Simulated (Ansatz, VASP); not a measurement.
# Al2O5 in two plane-wave programs

One calculation is typed for both programs; each brings its own data sets. How far apart do they land? The cell is invented: As first built, before any earlier steps moved the atoms or strained the cell (in the runner's words): O for Te in the Al2Te5 structure of space group C2/m. It may not be a known or stable phase. The cell is taken from a series of runs on this material, whose earlier steps may have relaxed, scaled, displaced or heated it; both programs get it as it stands.

Calculated with Ansatz 0.2.0; plane waves, with VASP 6.6.1 beside it; PBEsol and r2SCAN.

### 1. Starting point

It takes space group C2/m (No. 12, monoclinic). Conventional cell: a = 9.824 Å, b = 2.991 Å, c = 6.267 Å, α = 90.00°, β = 121.21°, γ = 90.00°. Nearest to Al lie 4 O at 1.75 to 1.88 Å. Nearest to O lie 1 Al at 1.77 Å. Nearest to O lie 4 O at 1.94 Å. Nearest to O lie 3 Al at 1.75 to 1.88 Å. It derives from Al2Te5. As first built, before any earlier steps moved the atoms or strained the cell (in the runner's words): O for Te in the Al2Te5 structure of space group C2/m. Farther neighbours and most contacts between anions are not listed.

Coordinates:

```xyz
7
Lattice="4.8145 -1.4955 -0.9743 4.8145 1.4955 -0.9743 -5.3829 0.0000 6.5575" Properties=species:S:1:pos:R:3 pbc="T T T"
Al    0.3707    0.0000    3.6592
Al    3.8754    0.0000    0.9497
O     6.0389    0.0000   -1.1564
O    -1.7928    0.0000    5.7652
O     0.0000    0.0000    0.0000
O    -1.2836    0.0000    2.7613
O     5.5297    0.0000    1.8475
```

### 2. VASP: single point, PBEsol, pair 1

With cell and atoms fixed, the geometry can't cause a difference; cores, projectors, grids and the points listed under the comparison can.

Lines of VASP's logs that name or quote its potential files are left out, and so is its time.

File INCAR:

```
SYSTEM = Al2O5
PREC = Accurate
ENCUT = 520
EDIFF = 1E-06
NELM = 120
ISMEAR = 0
SIGMA = 0.01
LREAL = .FALSE.
ALGO = Normal
GGA = PS
NBANDS = 25
LORBIT = 11
LWAVE = .FALSE.
LCHARG = .FALSE.
ISIF = 2
LASPH = .TRUE.
GGA_COMPAT = .FALSE.
EFERMI = MIDGAP
KPAR = 2
```

File POSCAR:

```
Al2O5
1.0
    4.8144911125     -1.4955486783     -0.9743488851
    4.8144911125      1.4955486783     -0.9743488851
   -5.3828934317      0.0000000000      6.5575016429
Al O
2 5
Direct
    0.4202599988      0.4202599988      0.6828989935
    0.5797400012      0.5797400012      0.3171010065
    0.6338863970      0.6338863970      0.0120292642
    0.3661136030      0.3661136030      0.9879707358
    0.0000000000      0.0000000000      0.0000000000
    0.1224327990      0.1224327990      0.4574764244
    0.8775672010      0.8775672010      0.5425235756
```

File KPOINTS:

```
Automatic mesh
0
Gamma
8 8 4
0 0 0
```

PAW data sets: Al and O (PBE family, release 64).

Command:

```sh
> mpirun -np 2 vasp_std
```

Numbers of over 12 decimals in the logs are rounded to 6 here.

What it wrote:

```text
[banner, memory and clock lines left out]
running    2 mpi-ranks, on    1 nodes
 distrk:  each k-point on    1 cores,    2 groups
 distr:  one band on    1 cores,    1 groups

 POSCAR found type information on POSCAR AlO
 POSCAR found :  2 types and       7 ions
|                                                                             |
|               ----> ADVICE to this user running VASP <----                  |
|                                                                             |
|     You enforced a specific xc type in the INCAR file but a different       |
|     [... a line on the potential file left out ...]
|     I HOPE YOU KNOW WHAT YOU ARE DOING!                                     |
|                                                                             |

 LDA part: xc-table for (Slater+PW92), standard interpolation
 POSCAR, INCAR and KPOINTS ok, starting setup
 FFT: planning ... GRIDC
 FFT: planning ... GRID_SOFT
 FFT: planning ... GRID
 WAVECAR not read
 entering main loop
       N       E                     dE             d eps       ncg     rms          rms(c)
DAV:   1     0.178441441220E+03    0.17844E+03   -0.18849E+04  3900   0.133E+03
DAV:   2    -0.375307264890E+02   -0.21597E+03   -0.20940E+03  4821   0.282E+02
DAV:   3    -0.490804623324E+02   -0.11550E+02   -0.11450E+02  4787   0.701E+01
DAV:   4    -0.491948485682E+02   -0.11439E+00   -0.11429E+00  4746   0.753E+00
DAV:   5    -0.491964360710E+02   -0.15875E-02   -0.15871E-02  4840   0.866E-01    0.150E+01
DAV:   6    -0.459082740566E+02    0.32882E+01   -0.24546E+01  4502   0.347E+01    0.116E+01
DAV:   7    -0.444307565803E+02    0.14775E+01   -0.42803E+00  4132   0.181E+01    0.505E+00
DAV:   8    -0.442383732621E+02    0.19238E+00   -0.60586E-01  4458   0.612E+00    0.228E+00
DAV:   9    -0.442115717861E+02    0.26801E-01   -0.12379E-01  4849   0.287E+00    0.503E-01
DAV:  10    -0.442140392534E+02   -0.24675E-02   -0.14767E-02  4802   0.105E+00    0.287E-01
DAV:  11    -0.442148298642E+02   -0.79061E-03   -0.17200E-03  4329   0.315E-01    0.111E-01
DAV:  12    -0.442151318311E+02   -0.30197E-03   -0.49214E-04  4508   0.156E-01    0.291E-02
DAV:  13    -0.442151493897E+02   -0.17559E-04   -0.61264E-05  4807   0.742E-02    0.122E-02
DAV:  14    -0.442151503005E+02   -0.91081E-06   -0.13812E-05  4326   0.271E-02    0.557E-03
DAV:  15    -0.442151509794E+02   -0.67885E-06   -0.52815E-06  4540   0.179E-02
   1 F= -.44215151E+02 E0= -.44215151E+02  d E =-.126649-125
```

Parts of OUTCAR (step 2):

```text
ion  position               nearest neighbor table
   1  0.420  0.420  0.683-   7 1.75   7 1.75   3 1.77   6 1.88   5 2.61   5 2.61   2 2.64   2 2.64

  LATTYP: Found a base centered monoclinic cell.
 ALAT       =     9.8241906379
 B/A-ratio  =     0.3044624709
 C/A-ratio  =     0.6378749788
 COS(beta)  =    -0.5182278396

 Subroutine GETGRP returns: Found  4 space group operations
 (whereof  4 operations were pure point group operations)

The static configuration has the point symmetry C_2h.

 Found     78 irreducible k-points:

   k-points           NKPTS =     78   k-points in BZ     NKDIM =     78   number of bands    NBANDS=     25

   dimension x,y,z NGX =    40 NGY =   40 NGZ =   64
   dimension x,y,z NGXF=    80 NGYF=   80 NGZF=  128

   ENCUT  =  520.0 eV  38.22 Ry    6.18 a.u.   9.55  9.55 15.77*2*pi/ulx,y,z

   NELECT =      36.0000    total number of electrons

 k-points in reciprocal lattice and weights: Automatic mesh
   0.00000000  0.00000000  0.00000000       0.004
   0.12500000  0.00000000  0.00000000       0.016
   0.25000000  0.00000000  0.00000000       0.016
   0.37500000  0.00000000  0.00000000       0.016
   0.50000000  0.00000000  0.00000000       0.008
   0.12500000  0.12500000  0.00000000       0.008
   0.25000000  0.12500000  0.00000000       0.016
   0.37500000  0.12500000  0.00000000       0.016
   0.50000000  0.12500000  0.00000000       0.016
[...]
-0.37500000  0.37500000  0.50000000       0.008
   0.50000000  0.50000000  0.50000000       0.004

 average (electrostatic) potential at core
       1 -75.6384       2 -75.6384       3 -72.4678       4 -72.4678       5 -74.2899
       6 -71.4497       7 -71.4497

 E-fermi :   1.9715

 k-point     1 :       0.0000    0.0000    0.0000
  band No.  band energies     occupation
    ...
     14      -0.1102      2.00000
     15       0.7008      2.00000
     16       0.8612      2.00000
     17       0.8755      2.00000
     18       1.8042      2.00000
     19       3.2290      0.00000
     20       4.1158      0.00000
     21       6.7962      0.00000
     22      10.2251      0.00000
     23      11.5863      0.00000
    ...

 k-point     2 :       0.1250    0.0000    0.0000
  band No.  band energies     occupation
    ...
     14       0.2544      2.00000
     15       0.6803      2.00000
     16       1.0250      2.00000
     17       1.3698      2.00000
     18       1.7024      2.00000
     19       3.3092      0.00000
     20       3.8346      0.00000
     21       7.3702      0.00000
     22      10.3702      0.00000
     23      11.5302      0.00000
    ...

 k-point     3 :       0.2500    0.0000    0.0000
  band No.  band energies     occupation
    ...
     14       0.4281      2.00000
     15       0.9873      2.00000
     16       1.1723      2.00000
     17       1.4811      2.00000
     18       1.5913      2.00000
     19       3.4367      0.00000
     20       3.7646      0.00000
     21       8.5785      0.00000
     22      10.7186      0.00000
     23      11.3317      0.00000
    ...

  Total        0.0728983      0.4921716      1.2608276      0.0000000      0.0000000      0.3606581
  in kB        1.4832319     10.0140128     25.6535384      0.0000000      0.0000000      7.3381623
  external PRESSURE =      12.3835943 kB  Pullay stress =       0.0000000 kB

  energy-cutoff  :      520.00
  volume of cell :       78.74
      direct lattice vectors                 reciprocal lattice vectors
     4.814491112 -1.495548678 -0.974348885     0.124543181 -0.334325460  0.102234465
     4.814491112  1.495548678 -0.974348885     0.124543181  0.334325460  0.102234465
    -5.382893432  0.000000000  6.557501643     0.037010592  0.000000000  0.182878196

 POSITION                                       TOTAL-FORCE (eV/Angst)
 -----------------------------------------------------------------------------------
      0.37070      0.00000      3.65915        -0.071044      0.000000      0.075088
      3.87539      0.00000      0.94965         0.071044      0.000000     -0.075088
      6.03893      0.00000     -1.15637         0.013500      0.000000      0.285156
     -1.79284      0.00000      5.76517        -0.013500      0.000000     -0.285156
      0.00000      0.00000      0.00000        -0.000000     -0.000000      0.000000
     -1.28364      0.00000      2.76132        -0.212438      0.000000      0.153570
      5.52973      0.00000      1.84749         0.212438      0.000000     -0.153570
 -----------------------------------------------------------------------------------
    total drift:                                0.000000     -0.000000     -0.000000

  FREE ENERGIE OF THE ION-ELECTRON SYSTEM (eV)
  ---------------------------------------------------
  free  energy   TOTEN  =       -44.2151509794 eV

  energy  without entropy=      -44.2151509794  energy(sigma->0) =      -44.21515098

 total charge
# of ion       s       p       d       tot
------------------------------------------
    1        0.357   0.448   0.000   0.805
    2        0.357   0.448   0.000   0.805
    3        1.603   3.229   0.000   4.833
    4        1.603   3.229   0.000   4.833
    5        1.667   2.940   0.000   4.607
    6        1.553   3.615   0.000   5.168
    7        1.553   3.615   0.000   5.168
--------------------------------------------------
tot          8.694  17.524   0.000  26.218

[... 3 further parts left out ...]
```

The run ends at a pressure of 1.24 GPa, with forces up to 0.29 eV/Å.

### 3. Ansatz: single point, PBEsol, pair 1

Ansatz runs on its default PAW (the set named soft_2) files.

The same cell, functional and mesh now go to Ansatz, which takes its cutoff from its data sets.

File input.yaml:

```yaml
crystal:
  lattice:
    - [4.8144911125, -1.4955486783, -0.9743488851]
    - [4.8144911125, 1.4955486783, -0.9743488851]
    - [-5.3828934317, 0.0, 6.5575016429]
  atoms:
    - { symbol: Al, position: [0.4202599988, 0.4202599988, 0.6828989935] }
    - { symbol: Al, position: [0.5797400012, 0.5797400012, 0.3171010065] }
    - { symbol: O, position: [0.633886397, 0.633886397, 1.0120292642] }
    - { symbol: O, position: [0.366113603, 0.366113603, -0.0120292642] }
    - { symbol: O, position: [0.0, 0.0, 0.0] }
    - { symbol: O, position: [0.122432799, 0.122432799, 0.4574764244] }
    - { symbol: O, position: [0.877567201, 0.877567201, 0.5425235756] }
kpoints:
  mp_grid: { grid: [8, 8, 4] }
  band_path: { path: [VBM, CBM], npoints: 30 }
scf:
  occupations: { method: fixed }
hamiltonian:
  xc: pbesol
output:
  eigenvalues: true
```

Command:

```sh
> ansatz run input.yaml --threads 2 --pin off --max-ram 4096MiB --backend cpu --events-out ev --progress --plain --runs-dir out
```

What it wrote:

```text
basis.fft_grid_basis auto: the FFT boxes are laid along the combinations [[1, -1, 0], [0, 1, 0], [1, 0, 1]] of the cell's own vectors, 2.991, 5.135 and 5.808 Å long. The dense box has 20×36×40 points. Along the cell's own vectors, as sized, it would have 36×36×60, 2.70 times as many. Of the 4 symmetry operations that the crystal satisfies within crystal.symmetry.tolerance (time reversal apart; of a slab, those that k [...]
Engine: ansatz 0.2.0, aarch64-unknown-linux-gnu
Pseudopotentials: kind: paw
Pseudopotential: Al, paw, valence charge 3, recommended cutoff 420 eV (normal), Al.paw.azcp
Pseudopotential: O, paw, valence charge 6, recommended cutoff 420 eV (normal), O.paw.azcp
Functional definition: PBEsol
  exchange = pbesol_x
  correlation = pbesol_c
Crystal: 7 atoms, lattice volume = 78.744 Å³
Basis set: ecut = 420 eV, 1525 PW (Γ), FFT grids on a1−a2, a2, a1+a3
Bands: 25, of which v1, the nominal top of the filled ones, is band 18 counted from 1 (17 counted from 0)
Symmetry: 4 space group operations
Space group: C2/m (ITA 12), of the structure as read, at distance tolerance 4.3e-5 Å
k-points: 78 of 256
Non-local potential: Al, projectors of the file, l = 0: 2, l = 1: 2, l = 2: 1
Non-local potential: O, projectors of the file, l = 0: 2, l = 1: 2, l = 2: 1
PAW form: soft (Blöchl's): semilocal exchange-correlation on the pseudo side does not see the compensation charge
PAW frozen core: Al, regenerated for the run's functional, and the local potential with it (the file was generated under x = pbe(κ = 0.804, μ = 0.219515), c = pbe(β = 0.066725))
PAW frozen core: O, regenerated for the run's functional, and the local potential with it (the file was generated under x = pbe(κ = 0.804, μ = 0.219515), c = pbe(β = 0.066725))
PAW one-centre angular grid: Al, 110 points (default); XC on 64 Gauss nodes
PAW one-centre angular grid: O, 110 points (default); XC on 64 Gauss nodes
Initial density: superposition of atomic densities (neutral atoms: chi_scale 0, normalization atom), corrected by the library's trained network
Initial wavefunctions: pseudopotential atomic-orbital guess
Functional: x = pbesol(κ = 0.804, μ = 0.123457), c = pbesol(β = 0.046)
SCF iter   1: F=—  HF=-3850.496324 eV  |F-HF|=—  |Δ(HF+E_count)|=         —  Δρ=1.49e-2  dr2=1.51e-1  ethr=1.77e-3  ⟨swp⟩=4.2  Hψ=8121  notcnv=0  defer=390
preconditioner: auto → Resta (q_TF=auto, 2.395 Å⁻¹)  ε∞=4.4  [insulator: Δε(μ)=0.397 eV  Ē_g=13.707 eV  n_scr=20 (ndim 8)  ℏωp=25.1 eV  f_vac=0.062  ε∞_Penn≈4.4]
SCF iter   2: F=—  HF=-3850.472519 eV  |F-HF|=—  |Δ(HF+E_count)|=   2.38e-2  Δρ=1.08e-2  dr2=8.50e-2  ethr=4.20e-4  ⟨swp⟩=2.3  Hψ=3763  notcnv=0  defer=390
SCF iter   3: F=—  HF=-3850.463066 eV  |F-HF|=—  |Δ(HF+E_count)|=   9.45e-3  Δρ=4.42e-3  dr2=1.63e-2  ethr=2.36e-4  ⟨swp⟩=2.4  Hψ=2606  notcnv=0  defer=386
SCF iter   4: F=—  HF=-3850.461216 eV  |F-HF|=—  |Δ(HF+E_count)|=   1.85e-3  Δρ=1.49e-3  dr2=1.95e-3  ethr=4.53e-5  ⟨swp⟩=2.0  Hψ=1995  notcnv=0  defer=302
SCF iter   5: F=—  HF=-3850.461077 eV  |F-HF|=—  |Δ(HF+E_count)|=   1.39e-4  Δρ=3.76e-4  dr2=1.48e-4  ethr=5.42e-6  ⟨swp⟩=2.9  Hψ=2919  notcnv=0  defer=390
SCF iter   6: F=—  HF=-3850.461068 eV  |F-HF|=—  |Δ(HF+E_count)|=   8.60e-6  Δρ=9.14e-5  dr2=9.31e-6  ethr=4.11e-7  ⟨swp⟩=2.6  Hψ=2984  notcnv=0  defer=137
SCF iter   7: F=—  HF=-3850.461073 eV  |F-HF|=—  |Δ(HF+E_count)|=   5.09e-6  Δρ=2.16e-5  dr2=8.11e-7  ethr=2.59e-8  ⟨swp⟩=2.2  Hψ=2999  notcnv=0  defer=111
SCF iter   8: F=-3850.461074 eV  HF=-3850.461074 eV  |F-HF|=7.05e-8  |Δ(HF+E_count)|=   8.32e-7  Δρ=6.54e-6  dr2=5.72e-8  ethr=2.78e-10  ⟨swp⟩=7.4  Hψ=9167  notcnv=0
SCF 1 converged in 8 iterations: F = -3850.461074 eV  dr2 = 5.72e-8
  greatest PAW one-centre occupation: 0.906 electrons in one spin orbital (limit 2), on the O atom at site 4 (counted from 0), in its partial waves of l = 0
NSCF: frozen V_eff on 68 k-points
NSCF: frozen V_eff on 68 k-points
[...]
SCF converged after 8 iterations
Free energy (F): -3850.461074 eV
Harris-Foulkes:  -3850.461074 eV  (|F-HF|=7.05e-8)
Internal energy: -3850.461074 eV  (E = F + TS)
E sigma→0 (E₀):  -3850.461074 eV
Fermi energy:    3.254037 eV
--- Per-component energies (eV) ---
  E_band       = -120.848422
  E_kinetic    = 916.970546
  E_local      = -2092.965020  (includes V_loc(G=0)·N_el)
  E_nonlocal   = 262.203252
  E_hartree    = 749.238080
  E_xc         = -441.672524
  E_vxc        = -523.612360  (∫ρ·V_xc dr)
  E_paw        = -1668.143001  (= ΣΔE_a)
  E_vpaw       = -181.933883  (= ΣTr[D̂ρ^β])
  E_aug_tail   = 0.011627  (compensation charges beyond the density's cutoff)
  E_ewald      = -1576.318752
  E_core_change = 0.214718  (= ΣΔE_core)
  E_smearing   = -0.000000  (= −TS)
  E_closure    = -0.000000  (closes the sum)
  Σ components = -3850.461074   (vs F -3850.461074, Δ=0.00e0)
--- Band table (eV; the first three rows and the last of 78) ---
  k-point 0: bands = [... 14 lower, 2.1518, 2.3281, 2.3299, 3.2537, 4.6924, 5.5797, 8.2502, 11.6841, ... 3 higher]
  k-point 1: bands = [... 14 lower, 1.8835, 2.3429, 2.5106, 3.1747, 4.6999, 5.5782, 8.9549, 11.7692, ... 3 higher]
  k-point 2: bands = [... 14 lower, 1.3624, 2.3574, 2.7040, 3.0503, 4.7087, 5.5774, 9.9128, 11.4956, ... 3 higher]
  k-point 77: bands = [... 14 lower, 2.1004, 2.4777, 2.6315, 3.1150, 3.6000, 5.2960, 9.7532, 10.8956, ... 3 higher]
```

### 4. Differences

Known differences besides the potentials themselves: fixed occupations in Ansatz, narrow Gaussian smearing in VASP; the cutoff is 420 eV in Ansatz and 520 eV in VASP; Ansatz makes its cores anew for this functional, VASP keeps those of its PBE data sets. Total energies have different zeros and are not compared.

Compared:

```
              quantity  Ansatz   VASP  difference
gap on the k mesh (eV)   0.346  0.335      +0.011
```

A gap on the mesh is an upper bound, since the band edges may lie between its points.

### 5. VASP: single point, PBEsol, pair 2

With cell and atoms fixed, the geometry can't cause a difference; cores, projectors, grids and the points listed under the comparison can.

INCAR is that of step 2.

File POSCAR:

```
Al2O5
1.0
    2.9910973570      0.0000000000      0.0000000000
    1.4955486780      4.9120953190      0.0000000000
    1.4955486780     -1.6645659430      5.3594678960
Al O
2 5
Direct
    0.5797400012      0.1576210041      0.6828989935
    0.4202599988      0.8423789959      0.3171010065
    0.3661136030      0.2557435298      0.0120292642
    0.6338863970      0.7442564702      0.9879707358
    0.0000000000      0.0000000000      0.0000000000
    0.8775672010      0.7873891736      0.4574764244
    0.1224327990      0.2126108264      0.5425235756
```

File KPOINTS:

```
Automatic mesh
0
Gamma
8 8 8
0 0 0
```

Command:

```sh
> mpirun -np 2 vasp_std
```

What it wrote:

```text
[banner, memory and clock lines left out]
running    2 mpi-ranks, on    1 nodes
[...]
[... a notice as in an earlier step ...]

 LDA part: xc-table for (Slater+PW92), standard interpolation
 POSCAR, INCAR and KPOINTS ok, starting setup
[...]
entering main loop
       N       E                     dE             d eps       ncg     rms          rms(c)
DAV:   1     0.177250017404E+03    0.17725E+03   -0.18705E+04  7500   0.133E+03
DAV:   2    -0.376649835189E+02   -0.21492E+03   -0.20800E+03  9264   0.280E+02
DAV:   3    -0.490821573051E+02   -0.11417E+02   -0.11325E+02  9170   0.700E+01
DAV:   4    -0.491948017015E+02   -0.11264E+00   -0.11253E+00  8920   0.748E+00
[...]
DAV:  13    -0.442151238880E+02   -0.17608E-04   -0.61419E-05  9162   0.745E-02    0.122E-02
DAV:  14    -0.442151248469E+02   -0.95888E-06   -0.13896E-05  8491   0.272E-02    0.563E-03
DAV:  15    -0.442151255071E+02   -0.66015E-06   -0.53109E-06  8683   0.180E-02
   1 F= -.44215126E+02 E0= -.44215126E+02  d E =-.641027-126
```

From OUTCAR (step 5):

```text
  Total        0.4917294     -0.0200812      1.3533092     -0.0000000      0.1012073     -0.0000000
  in kB       10.0050154     -0.4085832     27.5352237     -0.0000000      2.0592229     -0.0000000
  external PRESSURE =      12.3772187 kB  Pullay stress =       0.0000000 kB

 POSITION                                       TOTAL-FORCE (eV/Angst)
 -----------------------------------------------------------------------------------
      2.99110     -0.36248      3.65998         0.000000     -0.084528      0.059500
      2.99110      3.61001      1.69949        -0.000000      0.084528     -0.059500
      1.49555      1.23621      0.06447        -0.000000     -0.043398      0.282217
      4.48665      2.01132      5.29500         0.000000      0.043398     -0.282217
      0.00000      0.00000      0.00000        -0.000000      0.000000      0.000000
      4.48665      3.10623      2.45183         0.000000     -0.238855      0.108178
      1.49555      0.14130      2.90764        -0.000000      0.238855     -0.108178
 -----------------------------------------------------------------------------------
    total drift:                                0.000000      0.000000     -0.000000

  FREE ENERGIE OF THE ION-ELECTRON SYSTEM (eV)
  ---------------------------------------------------
  free  energy   TOTEN  =       -44.2151255071 eV

  energy  without entropy=      -44.2151255071  energy(sigma->0) =      -44.21512551

[... 3 further parts left out ...]
[key lines of the parts left out:]
E-fermi :   1.9715
```

The run ends at a pressure of 1.24 GPa, with forces up to 0.29 eV/Å.

(Continued in part 2 of 2.)

[Lines on the potential files, build, host, timing and source positions are cut from VASP's logs without a mark.]

[Logs are printed without paths, hosts, clocks, repeated set-up lines and the standing remarks that a program may print on its own settings, such as how far it seeks lower states.]

[Hosts, paths, dates, database ids (printed as entryN), source tags and the programs' standing remarks are cut or masked in the printed files.]
